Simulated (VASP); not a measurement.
# VGe (relaxed from the rocksalt structure, space group Fm-3m): computed properties

Computed with PBEsol GGA, VASP's PBE PAW potentials (set 64) (plane waves; VASP 6.6.1).

For VGe, the space group is Fm-3m (225). The cell is a = b = c = 4.9456 Å, α = β = γ = 90.00° and the volume per atom is 15.12 Å^3/atom. The band gap (over mesh and band path) is none (metal, semimetal or under 0.01 eV) and the density comes out as 6.79 g/cm³.

Space group Fm-3m (No. 225); a = b = c = 4.9456 Å, α = β = γ = 90.00°

```
atom  site  symmetry       x       y       z
----  ----  --------  ------  ------  ------
Ge      4a      m-3m  0.0000  0.0000  0.0000
V       4b      m-3m  0.5000  0.5000  0.5000
```
(The calculation used a cell of 2 atoms; values per cell refer to that cell.)

The structure was generated: VGe was put into the rocksalt type (Fm-3m), which need not be its known phase. It was relaxed first, which changed the volume by -21 %. Symmetry was kept, so distortions that lower it aren't found.
